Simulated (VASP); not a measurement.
# Lattice of ZnO (zincite) across functionals and dispersion corrections, part 3 of 3

Aim: relax ZnO (zincite) at several levels and hold each cell against experiment. LASPH is on for some levels and off for others; the table marks which. The start is a cell from a database of measured crystal structures.

VASP 6.6.1, plane waves and PAW; the level of theory is named at each step.

So far. Step 3 (Relaxation with LDA): It ends at 11.42 Å³/atom, -4.0 % from the start, with 0.06 GPa left. The conventional cell has a = 3.196 and c = 5.167 Å. Step 4 (Relaxation with r2SCAN): It ends at 11.88 Å³/atom, -0.2 % from the start, with -0.01 GPa left. The conventional cell has a = 3.242 and c = 5.219 Å.

## (5) Relaxation with PBE + D3(BJ)

This step: PBE with D3(BJ); plane waves and PAW (Zn, O) (VASP 6.6.1).

A dispersion term adds the long-range attraction that semilocal functionals lack. D3 with Becke-Johnson damping keeps a finite attraction at short range.

The input, INCAR:

```
SYSTEM = ZnO
PREC = Accurate
ENCUT = 560
EDIFF = 1E-06
NELM = 100
ISMEAR = -1
SIGMA = 0.05
LREAL = .FALSE.
ALGO = Normal
GGA = PE
IVDW = 12
NBANDS = 24
LORBIT = 11
LWAVE = .FALSE.
LCHARG = .FALSE.
KPAR = 2
IBRION = 2
NSW = 60
ISIF = 3
EDIFFG = -0.01
```

The input, POSCAR:

```
ZnO
1.0
    3.2493080000      0.0000000000      0.0000000000
   -1.6246540000      2.8139832727      0.0000000000
    0.0000000000      0.0000000000      5.2057090000
Zn O
2 2
Direct
    0.3333333333      0.6666666667      0.5000000000
    0.6666666667      0.3333333333      0.0000000000
    0.6666666667      0.3333333333      0.3790100000
    0.3333333333      0.6666666667      0.8790100000
```

The input, KPOINTS:

```
Automatic mesh
0
Gamma
8 8 5
0 0 0
```

The projector-augmented-wave data sets are Zn and O (PBE family, release 64).

Started as:

```
mpirun -np 2 vasp_std
```

Output:

```text
[... set-up lines as in an earlier step ...]
 entering main loop
       N       E                     dE             d eps       ncg     rms          rms(c)
[... 14 cycles as in an earlier step ...]
   1 F= -.18715745E+02 E0= -.18715742E+02  d E =-.187157E+02
[... from here on, the cycles between the ionic steps are left out ...]
   2 F= -.18723478E+02 E0= -.18723475E+02  d E =-.773367E-02
   3 F= -.18725597E+02 E0= -.18725594E+02  d E =-.985210E-02
   4 F= -.18725593E+02 E0= -.18725590E+02  d E =-.984813E-02
   5 F= -.18725646E+02 E0= -.18725643E+02  d E =-.534865E-04
   6 F= -.18725655E+02 E0= -.18725652E+02  d E =-.625475E-04
   7 F= -.18725694E+02 E0= -.18725691E+02  d E =-.384567E-04
   8 F= -.18725722E+02 E0= -.18725719E+02  d E =-.666187E-04
   9 F= -.18725743E+02 E0= -.18725739E+02  d E =-.205447E-04
 trial-energy change:   -0.000021  1 .order   -0.000019   -0.000033   -0.000006
 step:   0.9688(harm=  0.9688)  dis= 0.00073  next Energy=   -18.725742 (dE=-0.199E-04)
 reached required accuracy - stopping structural energy minimisation
```

Run time: 42 s. Hardware: 2 MPI ranks of Intel Xeon 6975P-C (Granite Rapids), shared host; peak memory 0.38 GiB.

From OUTCAR (step 5):

```text
 Edisp (eV)   -0.87793

 Edisp (eV)   -0.87814

  Total      -0.01851    -0.01851    -0.01164     0.00000     0.00000    -0.00000
  in kB      -0.61041    -0.61041    -0.38376     0.00000     0.00000    -0.00000
  external pressure =       -0.53 kB  Pullay stress =        0.00 kB

 POSITION                                       TOTAL-FORCE (eV/Angst)
 -----------------------------------------------------------------------------------
     -0.00000      1.88411      2.63475        -0.000000     -0.000000      0.001250
      1.63169      0.94206      0.00022        -0.000000     -0.000000      0.001250
      1.63169      0.94206      1.99681         0.000000      0.000000     -0.001250
     -0.00000      1.88411      4.63134         0.000000      0.000000     -0.001250
 -----------------------------------------------------------------------------------
    total drift:                                0.000000      0.000000     -0.000702

  FREE ENERGIE OF THE ION-ELECTRON SYSTEM (eV)
  ---------------------------------------------------
  free  energy   TOTEN  =       -18.7257425188 eV

  energy  without entropy=      -18.7257357749  energy(sigma->0) =      -18.72573915

[... 2 parts as in an earlier step ...]

[... 2 further parts left out ...]
[key lines of the parts left out:]
E-fermi :   1.4338
```

Relaxation path:

```
step  energy less that of the first step (eV)  largest force (eV/Å)  pressure (GPa)  volume (Å³)
   1                                   0.0000                0.0732            2.84        47.60
   2                                  -0.0077                0.0364           -1.27        49.06
   3                                  -0.0099                0.0065           -0.12        48.59
   4                                  -0.0098                0.0045           -0.03        48.57
   5                                  -0.0099                0.0119            0.08        48.55
   6                                  -0.0099                0.0166            0.10        48.55
   7                                  -0.0099                0.0143            0.06        48.57
   8                                  -0.0100                0.0103           -0.04        48.61
   9                                  -0.0100                0.0013           -0.05        48.60
```

| conventional cell, symmetrised | before | after | change |
| --- | --- | --- | --- |
| a (Å) | 3.249 | 3.263 | +0.4 % |
| b (Å) | 3.249 | 3.263 | +0.4 % |
| c (Å) | 5.206 | 5.269 | +1.2 % |
| volume (Å³/atom) | 11.90 | 12.15 | +2.1 % |

The relaxed structure:

```cif
data_structure
_symmetry_space_group_name_H-M 'P 1'
_symmetry_Int_Tables_number 1
_cell_length_a 3.2634
_cell_length_b 3.2634
_cell_length_c 5.2691
_cell_angle_alpha 90.000
_cell_angle_beta 90.000
_cell_angle_gamma 120.000
_cell_volume 48.60
loop_
_atom_site_label
_atom_site_type_symbol
_atom_site_fract_x
_atom_site_fract_y
_atom_site_fract_z
_atom_site_occupancy
Zn1 Zn 0.33333 0.66667 0.50004 1
Zn2 Zn 0.66667 0.33333 0.00004 1
O3 O 0.66667 0.33333 0.37897 1
O4 O 0.33333 0.66667 0.87897 1
```

It ends at 12.15 Å³/atom, +2.1 % from the start, with -0.05 GPa left. The conventional cell has a = 3.263 and c = 5.269 Å. Against plain PBE, the dispersion term moves a by -0.8 % and c by -0.6 %.

## (6) The cells as a table

This step: relaxed cells at several levels; plane waves and PAW (VASP 6.6.1).

Derived from the runs above.

Lengths are those of the conventional cell; cost is the wall time of each run, as given at its step, times its ranks, without the set-up around it; LASPH differs between rows, which moves results and costs too. Results by level, by row:

| level | volume (Å³/atom) | change from the start (%) | a (Å) | c (Å) | cost (core minutes) | LASPH |
| --- | --- | --- | --- | --- | --- | --- |
| PBE | 12.41 | 4.3 | 3.289 | 5.302 | 1.17 | off |
| LDA | 11.42 | -4 | 3.196 | 5.167 | 1.1 | off |
| r2SCAN | 11.88 | -0.2 | 3.242 | 5.219 | 2.9 | on |
| PBE + D3(BJ) | 12.15 | 2.1 | 3.263 | 5.269 | 1.4 | off |

## (7) What came out

```yaml
volume_pbe: 12.41 Å³/atom
volume_lda: 11.42 Å³/atom
volume_r2scan: 11.88 Å³/atom
volume_pbe_d3_bj: 12.15 Å³/atom
```

In words: For ZnO (zincite) the levels give volumes between 11.42 Å³/atom (LDA) and 12.41 Å³/atom (PBE), a spread of 8.7 %, while the cost of the finished runs spans a factor of 2.6. Within 1 % of experiment on every length: r2SCAN. The nearest is r2SCAN. Thermal and zero-point expansion, often some tenths of a per cent in length, bear on this order (less where the cell was measured cold): with the measured lengths lowered by an assumed 0.4 % the nearest is still r2SCAN. The costs hold the number of ionic steps as well as the price of the functional. Adding D3(BJ) to PBE changes the volume by -2.1 % (a by -0.8 % and c by -0.6 %). Within 0.02 Å all end in space group P6_3mc; the runs can't lower the symmetry of the start. LASPH is on for some levels and off for others, so differences between them are not the functional's alone. Each is a single relaxation on the plane waves of the start cell, so larger changes of volume carry a basis-set error that was not tested here.

Comparison with the measured values:

```
              quantity  measured             PBE             LDA          r2SCAN    PBE + D3(BJ)
lattice constant a (Å)   3.24945  3.289 (+1.2 %)  3.196 (-1.7 %)  3.242 (-0.2 %)  3.263 (+0.4 %)
lattice constant c (Å)   5.20574  5.302 (+1.9 %)  5.167 (-0.7 %)  5.219 (+0.3 %)  5.269 (+1.2 %)
```

Measured values from arxiv:0808.0492 (2008).

How well it matches: For the lattice constant a, of the levels listed nearest comes r2SCAN (-0.2 %, good agreement) and farthest LDA (-1.7 %, a clear miss). For the lattice constant c, of the levels listed nearest comes r2SCAN (+0.3 %, good agreement) and farthest PBE (+1.9 %, fair agreement). The grades are ours: good and fair within 0.7 and 1.5 % for the lattice constant a and 0.8 and 2 % for the lattice constant c. For lattice constants the calculation has a static lattice, without zero-point motion or thermal expansion (measured at up to 298 K).

[Lines on the potential files, build, host, timing and source positions are cut from VASP's logs without a mark.]

[Logs are printed without paths, hosts, clocks, repeated set-up lines and the standing remarks that a program may print on its own settings, such as how far it seeks lower states.]

[Hosts, paths, dates, database ids (printed as entryN), source tags and the programs' standing remarks are cut or masked in the printed files.]

[A measured line is paired with the nearest computed mode of its activity, which favours agreement.]

[In band tables of VASP the shares of atoms and orbitals are scaled to a sum of 1 inside the atoms' spheres.]
